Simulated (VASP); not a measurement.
Output of a VASP run:

**OSZICAR**
```
       N       E                     dE             d eps       ncg     rms          rms(c)
DAV:   1    -0.327105315571E+01   -0.32711E+01   -0.67668E+03  2588   0.111E+03
DAV:   2    -0.528243712685E+02   -0.49553E+02   -0.47483E+02  2808   0.331E+02
DAV:   3    -0.547860416370E+02   -0.19617E+01   -0.18662E+01  2616   0.442E+01
DAV:   4    -0.548769722291E+02   -0.90931E-01   -0.68415E-01  2704   0.485E+00
DAV:   5    -0.548792859688E+02   -0.23137E-02   -0.20683E-02  2516   0.761E-01    0.249E+01
DAV:   6    -0.529695378043E+02    0.19097E+01   -0.72830E-01  2768   0.157E+01    0.142E+01
DAV:   7    -0.529073112104E+02    0.62227E-01   -0.35024E-01  2904   0.106E+01    0.981E-01
DAV:   8    -0.529192404711E+02   -0.11929E-01   -0.34831E-01  2264   0.586E+00    0.157E+00
DAV:   9    -0.529693661220E+02   -0.50126E-01   -0.35495E-02  2664   0.203E+00    0.547E-01
DAV:  10    -0.530047095822E+02   -0.35343E-01   -0.32467E-02  2664   0.179E+00    0.171E-01
DAV:  11    -0.530073866933E+02   -0.26771E-02   -0.36902E-03  2236   0.636E-01    0.182E-01
DAV:  12    -0.530080564827E+02   -0.66979E-03   -0.12392E-03  2272   0.330E-01    0.430E-02
DAV:  13    -0.530080858421E+02   -0.29359E-04   -0.17625E-04  3144   0.160E-01    0.306E-02
DAV:  14    -0.530080871904E+02   -0.13483E-05   -0.31151E-05  3000   0.708E-02    0.377E-02
DAV:  15    -0.530080931135E+02   -0.59231E-05   -0.19900E-05  2272   0.428E-02    0.427E-03
DAV:  16    -0.530081030072E+02   -0.98937E-05   -0.46049E-06  3052   0.201E-02    0.770E-03
DAV:  17    -0.530080995652E+02    0.34420E-05   -0.58553E-06  3240   0.321E-02    0.403E-03
DAV:  18    -0.530081018012E+02   -0.22361E-05   -0.74549E-07  2644   0.110E-02    0.324E-03
DAV:  19    -0.530081016758E+02    0.12540E-06   -0.14734E-08  1252   0.179E-03    0.293E-03
DAV:  20    -0.530081024226E+02   -0.74680E-06   -0.37212E-08  1232   0.529E-03    0.271E-03
DAV:  21    -0.530081023897E+02    0.32979E-07   -0.60650E-08  1212   0.311E-03
   1 F= -.53008102E+02 E0= -.53008102E+02  d E =0.000000E+00
       N       E                     dE             ncg
```

**OUTCAR**
```
------------------------ aborting loop because EDIFF is reached ----------------------------------------
  FORCE on cell =-STRESS in cart. coord.  units (eV):
  Direction    XX          YY          ZZ          XY          YZ          ZX
  --------------------------------------------------------------------------------------
  Total        0.3474601      0.3474600      0.0123861      0.0000000      0.0000000     -0.0000000
  in kB       10.0929455     10.0929419      0.3597894      0.0000013      0.0000000     -0.0000000
  external PRESSURE =       6.8485589 kB  Pullay stress =       0.0000000 kB
  volume of cell :       55.16
      direct lattice vectors                 reciprocal lattice vectors
     4.037038886 -0.000000019  0.000000000     0.247706309  0.143013296  0.000000000
    -2.018518973  3.496177626  0.000000000     0.000000001  0.286026658  0.000000000
     0.000000000  0.000000000  3.907879872     0.000000000  0.000000000  0.255893229
 POSITION                                       TOTAL-FORCE (eV/Angst)
 -----------------------------------------------------------------------------------
      0.00000      0.00000      0.00000         0.000000      0.000000      0.000000
     -0.00000      2.33079      1.95394         0.000000     -0.000000     -0.000000
      2.01852      1.16539      1.95394        -0.000000      0.000000      0.000000
 -----------------------------------------------------------------------------------
    total drift:                               -0.000000      0.000000      0.000000
  FREE ENERGIE OF THE ION-ELECTRON SYSTEM (eV)
  ---------------------------------------------------
  free  energy   TOTEN  =       -53.0081023897 eV

  energy  without entropy=      -53.0081023897  energy(sigma->0) =      -53.00810239

 total charge

# of ion       s       p       d       tot
------------------------------------------
    1        0.315   6.670   1.353   8.339
    2        0.753   0.946   0.000   1.698
    3        0.753   0.946   0.000   1.698
--------------------------------------------------
tot          1.820   8.562   1.353  11.735

 Electric field gradients after diagonalization (V/A^2)
 (convention: |V_zz| > |V_xx| > |V_yy|)
----------------------------------------------------------------------
 ion       V_xx      V_yy      V_zz     asymmetry (V_yy - V_xx)/ V_zz
----------------------------------------------------------------------
   1      22.785    22.776   -45.561       0.000
   2       7.911     7.911   -15.821       0.000
   3       7.911     7.911   -15.821       0.000
```
(Selected blocks of OUTCAR.)

**POSCAR**
```
ErSi2
1
    4.0370388862    -0.0000000189     0.0000000000
   -2.0185189732     3.4961776257     0.0000000000
   -0.0000000000     0.0000000000     3.9078798721
Er Si
1 2
Direct
  1.0000000000   1.0000000000   0.0000000000
  0.3333330000   0.6666670000   0.5000000000
  0.6666670000   0.3333330000   0.5000000000
```

Question: Write an INCAR and KPOINTS that could have produced this output.

Answer: Several could match; the one computed here: the input of the run itself, r2SCAN meta-GGA, plane waves, VASP's PBE PAW potentials (set 64).

**INCAR**
```
! general
SYSTEM   =  ErSi2
PREC     =  Accurate
ENCUT    =  400
LREAL    =  .FALSE.
LASPH    =  .TRUE.

! electronic loop
EDIFF    =  1E-7
NELM     =  100
ALGO     =  Normal
LMAXMIX  =  6
LMIXTAU  =  .TRUE.

! smearing
ISMEAR   =  -5

! functional
METAGGA  =  R2SCAN

! ions
ISIF     =  2

! output
LWAVE    =  .FALSE.
LCHARG   =  .FALSE.
LORBIT   =  11
NEDOS    =  601

! other
LEFG     =  .TRUE.
```

### KPOINTS_OPT
```
k-points along high-symmetry lines
6
Line-mode
Reciprocal
  0.000000   0.000000   0.000000 ! GAMMA
  0.500000   0.000000   0.000000 ! M

  0.500000   0.000000   0.000000 ! M
  0.333333   0.333333   0.000000 ! K

  0.333333   0.333333   0.000000 ! K
  0.000000   0.000000   0.000000 ! GAMMA

  0.000000   0.000000   0.000000 ! GAMMA
  0.000000   0.000000   0.500000 ! A

  0.000000   0.000000   0.500000 ! A
  0.500000   0.000000   0.500000 ! L

  0.500000   0.000000   0.500000 ! L
  0.333333   0.333333   0.500000 ! H

  0.333333   0.333333   0.500000 ! H
  0.000000   0.000000   0.500000 ! A

  0.500000   0.000000   0.500000 ! L
  0.500000   0.000000   0.000000 ! M

  0.333333   0.333333   0.500000 ! H
  0.333333   0.333333   0.000000 ! K
```

**KPOINTS**
```
Regular mesh
0
gamma
  10 10 9
```

POTCAR, in this order: Er_3 Si (PBE.64 set). Program: vasp_std.

The 4f electrons are frozen in the core of the lanthanide potential, so 4f levels, which can set the real gap, and their magnetism are missing. For a metal the tetrahedron method with Blöchl corrections gives inexact stress and forces.

The structure was generated: ErSi2 was put into the AlB2 type (P6/mmm), which need not be its known phase. It was relaxed first, which changed the volume by -18 %. The electron count is odd and the run is not spin-polarised, which forces a metal.
